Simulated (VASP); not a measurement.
These are LDA (Ceperley-Alder, Perdew-Zunger), VASP's LDA PAW potentials (set 64) (plane waves; VASP) values and carry that method's errors.

VASP ran on this input.

**INCAR**
```
# general
SYSTEM  = CdSe
PREC    = Accurate
ENCUT   = 300
LREAL   = .FALSE.   # projection in real space or not
LASPH   = .TRUE.

# electronic loop
EDIFF   = 1E-6   # SCF stop (eV)
NELM    = 100   # most electronic steps
ALGO    = Normal   # blocked Davidson
LMAXMIX = 4   # l cut-off of mixed one-centre charges

# smearing
ISMEAR  = 0   # Gaussian
SIGMA   = 0.136   # width (eV)

# ions
ISIF    = 2

# output
LWAVE   = .FALSE.
LCHARG  = .FALSE.
```

File POSCAR:
```
CdSe
1
    4.3631460000     0.0000000000     0.0000000000
   -2.1815730000     3.7785950000     0.0000000000
    0.0000000000     0.0000000000    14.2838210000
Cd Se
4 4
Direct
  0.0000000000   0.0000000000   0.0000000000
  0.0000000000   0.0000000000   0.5000000000
  0.6666670000   0.3333330000   0.7501800000
  0.3333330000   0.6666670000   0.2501800000
  0.0000000000   0.0000000000   0.8121600000
  0.0000000000   0.0000000000   0.3121600000
  0.6666670000   0.3333330000   0.5632900000
  0.3333330000   0.6666670000   0.0632900000
```

KPOINTS:
```
Automatic mesh
0
Gamma
4 4 1
0 0 0
```

POTCAR, in this order: Cd Se (LDA.64 set). Program: vasp_std.

### Question
What will the output report for the number of irreducible k-points (NKPTS), largest plane-wave count, number of space-group operations, FFT grid (NGX, NGY, NGZ)?

### Answer

The number of irreducible k-points (NKPTS) is 4. The largest plane-wave count comes out as 2800, the number of space-group operations is 12 and the FFT grid (NGX, NGY, NGZ) comes out as 28 × 28 × 84.

The structure was generated: CdSe was put into an ordered model structure, which need not be its known phase. The cell was not relaxed at this level. The k-mesh is coarse (spacing up to 0.44 per Å, 2π included), so the numbers may not be converged in it. The run is one of a series of settings (GGA removed, POTCAR Cd Se (LDA.64 set) against the base run), some of them coarse on purpose.
